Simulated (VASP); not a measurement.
Output of a VASP run:

**OUTCAR**
```
 ion  position               nearest neighbor table
   1  0.000  0.000  0.000-
  LATTYP: Found a face centered cubic cell.
 ALAT       =     3.4606447796
 Subroutine PRICEL returns:
 Original cell was already a primitive cell.
 Subroutine GETGRP returns: Found 48 space group operations
The static configuration has the point symmetry O_h .
The dynamic configuration has the point symmetry O_h .
The overall configuration has the point symmetry O_h .
 Subroutine INISYM returns: Found 48 space group operations
 Subroutine IBZKPT returns following result:
 Found    256 irreducible k-points:

 Following reciprocal coordinates:
            Coordinates               Weight
  0.000000  0.000000  0.000000      1.000000
  0.050000  0.000000  0.000000      8.000000
  0.100000  0.000000  0.000000      8.000000
  0.150000  0.000000  0.000000      8.000000
  0.200000  0.000000  0.000000      8.000000
  0.250000  0.000000  0.000000      8.000000
  0.300000  0.000000  0.000000      8.000000
  0.350000  0.000000  0.000000      8.000000
  0.400000  0.000000  0.000000      8.000000
  0.450000  0.000000  0.000000      8.000000
  0.500000  0.000000  0.000000      4.000000
  0.050000  0.050000  0.000000      6.000000
  0.100000  0.050000  0.000000     24.000000
  0.150000  0.050000  0.000000     24.000000
  0.200000  0.050000  0.000000     24.000000
  0.250000  0.050000  0.000000     24.000000
  0.300000  0.050000  0.000000     24.000000
  0.350000  0.050000  0.000000     24.000000
  0.400000  0.050000  0.000000     24.000000
  0.450000  0.050000  0.000000     24.000000
  0.500000  0.050000  0.000000     24.000000
 -0.450000  0.050000  0.000000     24.000000
 -0.400000  0.050000  0.000000     24.000000
 -0.350000  0.050000  0.000000     24.000000
 -0.300000  0.050000  0.000000     24.000000
 -0.250000  0.050000  0.000000     24.000000
 -0.200000  0.050000  0.000000     24.000000
 -0.150000  0.050000  0.000000     24.000000
 -0.100000  0.050000  0.000000     24.000000
 -0.050000  0.050000  0.000000     12.000000
  0.100000  0.100000  0.000000      6.000000
  0.150000  0.100000  0.000000     24.000000
  0.200000  0.100000  0.000000     24.000000
  0.250000  0.100000  0.000000     24.000000
  0.300000  0.100000  0.000000     24.000000
  0.350000  0.100000  0.000000     24.000000
  0.400000  0.100000  0.000000     24.000000
  0.450000  0.100000  0.000000     24.000000
  0.500000  0.100000  0.000000     24.000000
 -0.450000  0.100000  0.000000     24.000000
   k-points           NKPTS =    256   k-points in BZ     NKDIM =    256   number of bands    NBANDS=      9
   number of dos      NEDOS =    301   number of ions     NIONS =      1
   total plane-waves  NPLWV =   1728
   dimension x,y,z NGX =    12 NGY =   12 NGZ =   12
   dimension x,y,z NGXF=    24 NGYF=   24 NGZF=   24
   ions per type =               1
   PREC   = normal    normal or accurate (medium, high low for compatibility)
   ISTART =      0    job   : 0-new  1-cont  2-samecut
   ICHARG =      2    charge: 1-file 2-atom 10-const
   ISPIN  =      2    spin polarized calculation?
   LNONCOLLINEAR =      F non collinear calculations
   LSORBIT =      F    spin-orbit coupling
   INIWAV =      1    electr: 0-lowe 1-rand  2-diag
   ENCUT  =  400.0 eV  29.40 Ry    5.42 a.u.   3.99  3.99  3.99*2*pi/ulx,y,z
   NELM   =    100;   NELMIN=  4; NELMDL= -5     # of ELM steps
   EDIFF  = 0.1E-04   stopping-criterion for ELM
   LREAL  =      F    real-space projection
   NLSPLINE    = F    spline interpolate recip. space projectors
   LMAXMIX     =    4 max onsite mixed and CHGCAR
   VOSKOWN=      0    Vosko Wilk Nusair interpolation
   EDIFFG = -.3E-01   stopping-criterion for IOM
   NSW    =     20    number of steps for IOM
   NBLOCK =      1;   KBLOCK =     20    inner block; outer block
   IBRION =      2    ionic relax: 0-MD 1-quasi-New 2-CG
...
```

OSZICAR:
```
       N       E                     dE             d eps       ncg     rms          rms(c)
DAV:   1     0.168326240694E+02    0.16833E+02   -0.40717E+03  9745   0.118E+03
DAV:   2    -0.703685088787E+01   -0.23869E+02   -0.22901E+02  9319   0.149E+02
DAV:   3    -0.734576445493E+01   -0.30891E+00   -0.30839E+00 10620   0.218E+01
DAV:   4    -0.734844179194E+01   -0.26773E-02   -0.26771E-02 10401   0.179E+00
DAV:   5    -0.734850657990E+01   -0.64788E-04   -0.64787E-04 10562   0.239E-01    0.110E+01
RMM:   6    -0.646566190268E+01    0.88284E+00   -0.53281E+00  9216   0.411E+01    0.632E+00
RMM:   7    -0.616362889506E+01    0.30203E+00   -0.84853E-01  9216   0.172E+01    0.231E+00
RMM:   8    -0.613960807792E+01    0.24021E-01   -0.15321E-02  9520   0.146E+00    0.956E-01
RMM:   9    -0.613748793422E+01    0.21201E-02   -0.19296E-03  9600   0.659E-01    0.237E-01
RMM:  10    -0.613691951182E+01    0.56842E-03   -0.42151E-04  9452   0.355E-01    0.579E-02
RMM:  11    -0.613685143620E+01    0.68076E-04   -0.12158E-04  9489   0.168E-01    0.329E-02
RMM:  12    -0.613685279348E+01   -0.13573E-05   -0.28157E-05  7065   0.540E-02
   1 F= -.61368528E+01 E0= -.61368001E+01  d E =-.613685E+01  mag=     0.6237
```

**OUTCAR**
```
------------------------ aborting loop because EDIFF is reached ----------------------------------------
  FORCE on cell =-STRESS in cart. coord.  units (eV):
  Direction    XX          YY          ZZ          XY          YZ          ZX
  --------------------------------------------------------------------------------------
  Total       -0.0179536     -0.0179536     -0.0179536     -0.0000000      0.0000000      0.0000000
  in kB       -2.7761942     -2.7761942     -2.7761942     -0.0000000      0.0000000      0.0000000
  external PRESSURE =      -2.7761942 kB  Pullay stress =       0.0000000 kB
  volume of cell :       10.36
      direct lattice vectors                 reciprocal lattice vectors
     0.000000000  1.730322390  1.730322390    -0.288963492  0.288963492  0.288963492
     1.730322390  0.000000000  1.730322390     0.288963492 -0.288963492  0.288963492
     1.730322390  1.730322390  0.000000000     0.288963492  0.288963492 -0.288963492
 POSITION                                       TOTAL-FORCE (eV/Angst)
 -----------------------------------------------------------------------------------
      0.00000      0.00000      0.00000         0.000000      0.000000      0.000000
 -----------------------------------------------------------------------------------
    total drift:                               -0.000000     -0.000000     -0.000000
  FREE ENERGIE OF THE ION-ELECTRON SYSTEM (eV)
  ---------------------------------------------------
  free  energy   TOTEN  =        -6.1368527935 eV

  energy  without entropy=       -6.1366948494  energy(sigma->0) =       -6.13680015

 total charge

# of ion       s       p       d       tot
------------------------------------------
    1        0.523   0.549   8.331   9.402

 magnetization (x)

# of ion       s       p       d       tot
------------------------------------------
    1       -0.006  -0.025   0.660   0.629

 reached required accuracy - stopping structural energy minimisation
```
(Selected blocks of OUTCAR.)

### POSCAR
```
Ni
1
   -0.0000000000     1.7303223898     1.7303223898
    1.7303223898    -0.0000000000     1.7303223898
    1.7303223898     1.7303223898    -0.0000000000
Ni
1
Direct
  0.0000000000   0.0000000000   0.0000000000
```

### Question
Write an INCAR and KPOINTS that could have produced this output.

### Answer
One answer among several that fit: the input of the run itself, PBEsol GGA, plane waves, VASP's PBE PAW potentials (set 64).

**INCAR**
```
! general
SYSTEM =Ni
PREC   =Normal
ENCUT  =400
LREAL  =F
LASPH  =T

! electronic loop
EDIFF  =1E-5
NELM   =100
NELMIN =4
ALGO   =Fast
LMAXMIX=4

! smearing
ISMEAR =1
SIGMA  =0.1

! functional
GGA    =PS

! spin
ISPIN  =2
MAGMOM =0.8

! ions
IBRION =2
NSW    =20
ISIF   =2
EDIFFG =-0.03

! output
LWAVE  =F
LCHARG =F
LORBIT =10
```

### KPOINTS
```
Automatic mesh
0
Gamma
20 20 20
0 0 0
```

POTCAR, in this order: Ni (PBE.64 set). Program: vasp_std.

The compound is Ni in the fcc structure. It was relaxed first.
